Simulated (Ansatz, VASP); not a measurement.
# SnH5CN2Cl3 in two plane-wave programs

Aim: how closely do two programs agree when they are given the same cell, functional and k mesh? The cell is taken from a series of runs on this material, whose earlier steps may have relaxed, scaled, displaced or heated it; both programs get it as it stands.

Method: plane waves, with VASP 6.6.1 beside it; G0W0 gap at PBE, in Ansatz 0.2.0.

## Step 1: The starting structure

It takes space group Amm2 (No. 38, orthorhombic). The conventional cell has a = 6.101 Å, b = 7.796 Å, c = 8.391 Å, α = 90.00°, β = 90.00°, γ = 90.00°. Sn has 6 Cl at 2.62 to 3.12 Å nearest. H has 1 N at 1.02 Å nearest. Nearest to H lie 1 N at 1.01 Å. Nearest to H lie 1 C at 1.09 Å. Nearest to C lie 1 H at 1.09 Å and 2 N at 1.31 Å. Nearest to N lie 2 H at 1.01 to 1.02 Å and 1 C at 1.31 Å. Farther neighbours and most contacts between anions are not listed.

## Step 2: VASP: G0W0 gap, PBE

Quasiparticle shifts depend on high empty states and on the cores, so they are the hardest test of two PAW sets.

Lines of VASP's logs that name or quote its potential files are left out, and so is its time.

The run reads the wave functions of an earlier VASP run, which isn't shown here.

INCAR reads:

```
SYSTEM = SnH5CN2Cl3
PREC = Accurate
ENCUT = 450
ISMEAR = 0
SIGMA = 0.01
LREAL = .FALSE.
GGA = PE
NBANDS = 755
ALGO = EVGW0
NELMGW = 1
ENCUTGW = 140
NOMEGA = 64
PRECFOCK = Fast
NBANDSGW = 35
LWAVE = .FALSE.
LCHARG = .FALSE.
```

POSCAR reads:

```
SnH5CN2Cl3
1.0
    6.1008918700      0.0000000000      0.0000000000
    0.0000000000      3.8977829100      4.1954238500
    0.0000000000     -3.8977829100      4.1954238500
Sn H C N Cl
1 5 1 2 3
Direct
    0.5000000000      0.3819120737      0.3819120737
    0.2024175945      0.7251890982      0.7251890982
    0.7975824055      0.7251890982      0.7251890982
    0.3266552575      0.9140883527      0.9140883527
    0.6733447425      0.9140883527      0.9140883527
    0.0000000000      0.0499970600      0.0499970600
    0.0000000000      0.9197730623      0.9197730623
    0.1891209835      0.8463719221      0.8463719221
    0.8108790165      0.8463719221      0.8463719221
    0.5000000000      0.8401265180      0.3497554042
    0.5000000000      0.3497554042      0.8401265180
    0.0000000000      0.4139351359      0.4139351359
```

KPOINTS reads:

```
Automatic mesh
0
Gamma
2 2 2
0 0 0
```

Potentials, in the order of the species: Sn_d_GW, H_GW, C_GW, N_GW and Cl_GW (PBE family, release 64).

On the command line:

```console
> export OMP_NUM_THREADS=4
> mpirun -np 1 vasp_std
```

Numbers of over 12 decimals in the logs are rounded to 6 here.

Output:

```text
[banner, memory and clock lines left out]
running    1 mpi-ranks, on    1 nodes
 distrk:  each k-point on    1 cores,    1 groups
 distr:  one band on    1 cores,    1 groups
 Offloading initialized ...    1 GPUs detected
 POSCAR found type information on POSCAR SnH C N Cl
 POSCAR found :  5 types and      12 ions
|                                                                             |
|           W    W    AA    RRRRR   N    N  II  N    N   GGGG   !!!           |
|           W    W   A  A   R    R  NN   N  II  NN   N  G    G  !!!           |
|           W    W  A    A  R    R  N N  N  II  N N  N  G       !!!           |
|           W WW W  AAAAAA  RRRRR   N  N N  II  N  N N  G  GGG   !            |
|           WW  WW  A    A  R   R   N   NN  II  N   NN  G    G                |
|           W    W  A    A  R    R  N    N  II  N    N   GGGG   !!!           |
|                                                                             |
|     The default for ENCUTGWSOFT is different in this version of VASP.       |
|     please manually set ENCUTGWSOFT =140 in the INCAR file.                 |
|                                                                             |

 LDA part: xc-table for (Slater+PW92), standard interpolation
 found WAVECAR, reading the header
 POSCAR, INCAR and KPOINTS ok, starting setup
 FFT: planning ... GRIDC
 FFT: planning ... GRID_SOFT
 FFT: planning ... GRID
 reading WAVECAR
 the WAVECAR file was read successfully
 initial charge from wavefunction
 available memory per node:   1688.73 GB, setting MAXMEM to   1729254

 The Fermi energy was updated, please check that it is located mid-gap
 values below the HOMO (VB) or above the LUMO (CB) will cause erroneous energies
 E-fermi :   1.4179

 calculate exact exchange contribution
 the WAVEDER file was read successfully
energies w=
    0.000    0.000    0.558    0.000    1.115    0.000    1.670    0.000
    2.221    0.000    2.767    0.000    3.308    0.000    3.843    0.000
    4.371    0.000    4.892    0.000    5.406    0.000    5.913    0.000
    6.412    0.000    6.906    0.000    7.392    0.000    7.874    0.000
    8.350    0.000    8.822    0.000    9.290    0.000    9.756    0.000
   10.219    0.000   10.682    0.000   11.145    0.000   11.610    0.000
   12.076    0.000   12.546    0.000   13.021    0.000   13.502    0.000
   13.991    0.000   14.489    0.000   14.997    0.000   15.519    0.000
   16.055    0.000   16.607    0.000   17.180    0.000   17.775    0.000
   18.395    0.000   19.043    0.000   19.725    0.000   20.444    0.000
   21.206    0.000   22.016    0.000   22.884    0.000   23.816    0.000
   24.822    0.000   25.915    0.000   27.110    0.000   28.424    0.000
   29.879    0.000   31.502    0.000   33.327    0.000   35.398    0.000
   37.771    0.000   40.521    0.000   43.747    0.000   47.588    0.000
   52.239    0.000   57.985    0.000   65.263    0.000   74.772    0.000
   87.708    0.000  106.302    0.000  135.249    0.000  186.403    0.000
 responsefunction array rank=     752
 LDA part: xc-table for (Slater+PW92), standard interpolation

 min. memory requirement per mpi rank   1781.1 MB, per node   1781.1 MB

 allocating  64 responsefunctions rank=   752
 shmem allocating  64 responsefunctions rank=   752
 response function shared by NCSHMEM nodes    1
 Doing            64  frequencies on each core in blocks of            64
NQ=   1    0.0000    0.0000    0.0000,
|.........|.........|.........|.........|.........|.........|.........|.........
 performed        631000 updates of chi_q(r,r)
 total number of BLAS operations       2774.38 Gflops
NQ=   2    0.5000    0.0000    0.0000,
|.........|.........|.........|.........|.........|.........|.........|.........
 performed       1262000 updates of chi_q(r,r)
 total number of BLAS operations       5631.74 Gflops
NQ=   3    0.0000    0.5000    0.0000,
|.........|.........|.........|.........|.........|.........|.........|.........
 performed       1999000 updates of chi_q(r,r)
 total number of BLAS operations       8896.70 Gflops
NQ=   4    0.5000    0.5000    0.0000,
|.........|.........|.........|.........|.........|.........|.........|.........
 performed       2736000 updates of chi_q(r,r)
 total number of BLAS operations      12126.64 Gflops
NQ=   5    0.0000    0.5000    0.5000,
|.........|.........|.........|.........|.........|.........|.........|.........
 performed       3367000 updates of chi_q(r,r)
 total number of BLAS operations      14923.53 Gflops
NQ=   6    0.5000    0.5000    0.5000,
|.........|.........|.........|.........|.........|.........|.........|.........
 performed       3998000 updates of chi_q(r,r)
 total number of BLAS operations      17660.60 Gflops
 resolving degeneracies of screened two electron integrals

 calculate QP shifts <psi_nk| G(iteration)W_0 |psi_nk>: iteration 1
 entering main loop
```

OUTCAR, selected parts (step 2):

```text
ion  position               nearest neighbor table
   1  0.500  0.382  0.382-  10 2.62  11 2.62
   2  0.202  0.725  0.725-   8 1.02
   3  0.798  0.725  0.725-   9 1.02
   4  0.327  0.914  0.914-   8 1.01
   5  0.673  0.914  0.914-   9 1.01
   6  0.000  0.050  0.050-   7 1.09
   7  0.000  0.920  0.920-   6 1.09   8 1.31   9 1.31
   8  0.189  0.846  0.846-   4 1.01   2 1.02   7 1.31
   9  0.811  0.846  0.846-   5 1.01   3 1.02   7 1.31
  10  0.500  0.840  0.350-   1 2.62
  11  0.500  0.350  0.840-   1 2.62
  12  0.000  0.414  0.414-

  LATTYP: Found a base centered orthorhombic cell.
 ALAT       =     7.7955658200
 B/A-ratio  =     1.0763616001
 C/A-ratio  =     0.7826105264

 Subroutine GETGRP returns: Found  4 space group operations
 (whereof  4 operations were pure point group operations)

The static configuration has the point symmetry C_2v.

 Found      6 irreducible k-points:

   k-points           NKPTS =      6   k-points in BZ     NKDIM =      8   number of bands    NBANDS=    755

   dimension x,y,z NGX =    42 NGY =   40 NGZ =   40
   dimension x,y,z NGXF=    84 NGYF=   80 NGZF=   80

   ENCUT  =  450.0 eV  33.07 Ry    5.75 a.u.  10.55  9.91  9.91*2*pi/ulx,y,z

   NELECT =      54.0000    total number of electrons

  energy-cutoff  :      450.00
  volume of cell :      199.53
      direct lattice vectors                 reciprocal lattice vectors
     6.100891870  0.000000000  0.000000000     0.163910461  0.000000000 -0.000000000
     0.000000000  3.897782910  4.195423850    -0.000000000  0.128278052  0.119177470
     0.000000000 -3.897782910  4.195423850     0.000000000 -0.128278052  0.119177470

 k-points in reciprocal lattice and weights: Automatic mesh
   0.00000000  0.00000000  0.00000000       0.125
   0.50000000  0.00000000  0.00000000       0.125
   0.00000000  0.50000000  0.00000000       0.250
   0.50000000  0.50000000  0.00000000       0.250
   0.00000000  0.50000000  0.50000000       0.125
   0.50000000  0.50000000  0.50000000       0.125

 E-fermi :   1.4179

 QP shifts <psi_nk| G(iteration)W_0 |psi_nk>: iteration 1
 for sc-GW calculations column KS-energies equals QP-energies in previous step
 and V_xc(KS)=  KS-energies - (<T + V_ion + V_H > + <T+V_H+V_ion>^1  + <V_x>^1)
 k-point   1 :       0.0000    0.0000    0.0000
  band No.  KS-energies  QP-energies   sigma(KS)   V_xc(KS)     V^pw_x(r,r')   Z            occupation Imag(sigma)
    ...
     24      -1.8349      -3.0508     -15.4890     -13.7648     -18.3676       0.7052       2.0000       0.1165
     25      -1.4601      -2.5377     -15.5780     -14.0458     -18.2782       0.7033       2.0000       0.1149
     26      -1.1870      -2.3593     -15.2454     -13.5735     -17.9918       0.7011       2.0000       0.1181
     27      -0.9970      -2.2051     -15.4518     -13.7180     -18.3269       0.6968       2.0000       0.1206
     28       3.5745       4.8933     -11.7420     -13.5176      -7.9993       0.7427       0.0000      -0.0858
     29       4.5261       5.1029      -8.5382      -9.2890      -4.7146       0.7683       0.0000      -0.0940
     30       5.0134       5.5184     -10.7004     -11.4060      -6.5986       0.7156       0.0000      -0.1504
     31       5.6658       6.1648      -9.7185     -10.3988      -5.6858       0.7335       0.0000      -0.1240
    ...

 k-point   2 :       0.5000    0.0000    0.0000
  band No.  KS-energies  QP-energies   sigma(KS)   V_xc(KS)     V^pw_x(r,r')   Z            occupation Imag(sigma)
    ...
     24      -1.2968      -2.4877     -15.0540     -13.3457     -17.8525       0.6971       2.0000       0.1219
     25      -1.2553      -2.3343     -17.2565     -15.7641     -19.8675       0.7230       2.0000       0.0924
     26      -0.9776      -2.1945     -15.4683     -13.7289     -18.3294       0.6996       2.0000       0.1194
     27      -0.8184      -1.7959     -15.1478     -13.7856     -17.1486       0.7176       2.0000       0.0998
     28       3.0422       3.4890      -9.7804     -10.3835      -6.1248       0.7409       0.0000      -0.0937
     29       3.5927       4.9581     -11.8275     -13.6696      -8.0115       0.7412       0.0000      -0.0862
     30       5.1160       5.7220      -9.1982     -10.0033      -5.2205       0.7528       0.0000      -0.1052
     31       5.7547       6.3141     -10.6640     -11.4443      -6.5079       0.7170       0.0000      -0.1374
    ...

 k-point   3 :       0.0000    0.5000    0.0000
  band No.  KS-energies  QP-energies   sigma(KS)   V_xc(KS)     V^pw_x(r,r')   Z            occupation Imag(sigma)
    ...
     24      -1.3998      -2.5064     -16.3156     -14.7628     -19.0161       0.7127       2.0000       0.1044
     25      -1.3596      -2.5219     -15.1159     -13.4569     -17.7824       0.7006       2.0000       0.1204
     26      -1.0756      -2.2916     -15.2667     -13.5223     -18.1274       0.6971       2.0000       0.1216
     27      -0.7556      -1.7464     -15.1718     -13.8059     -16.9722       0.7255       2.0000       0.0959
     28       3.2825       3.7967      -9.9470     -10.6424      -6.1995       0.7393       0.0000      -0.0950
     29       3.6169       4.9491     -11.8673     -13.6699      -8.0629       0.7390       0.0000      -0.0874
     30       4.6272       5.1016     -10.4455     -11.0988      -6.5152       0.7260       0.0000      -0.1331
     31       5.4433       6.2090      -9.6975     -10.7184      -5.6899       0.7500       0.0000      -0.1066
    ...

 k-point   4 :       0.5000    0.5000    0.0000
  band No.  KS-energies  QP-energies   sigma(KS)   V_xc(KS)     V^pw_x(r,r')   Z            occupation Imag(sigma)
    ...
     24      -1.5526      -2.6648     -17.0649     -15.5246     -19.7097       0.7220       2.0000       0.0927
     25      -1.2095      -2.4006     -15.2251     -13.5211     -18.0191       0.6990       2.0000       0.1196
     26      -0.9434      -2.1480     -15.5818     -13.8668     -18.4097       0.7024       2.0000       0.1168
     27      -0.1471      -1.0714     -15.0649     -13.8071     -16.5172       0.7349       2.0000       0.0845
     28       2.6307       3.0387      -9.3891      -9.9336      -5.8145       0.7493       0.0000      -0.0892
     29       3.1533       3.6095      -9.6612     -10.2749      -5.9233       0.7434       0.0000      -0.0942
     30       3.7036       5.1403     -12.1899     -14.1392      -8.3540       0.7370       0.0000      -0.0867
     31       5.2723       5.8233     -10.3516     -11.1055      -6.3784       0.7308       0.0000      -0.1184
    ...

[... 2 further parts left out ...]
```

(Part 1 of 2 ends here.)

[Lines on the potential files, build, host, timing and source positions are cut from VASP's logs without a mark.]

[Logs are printed without paths, hosts, clocks, repeated set-up lines and the standing remarks that a program may print on its own settings, such as how far it seeks lower states.]

[Hosts, paths, dates, database ids (printed as entryN), source tags and the programs' standing remarks are cut or masked in the printed files.]
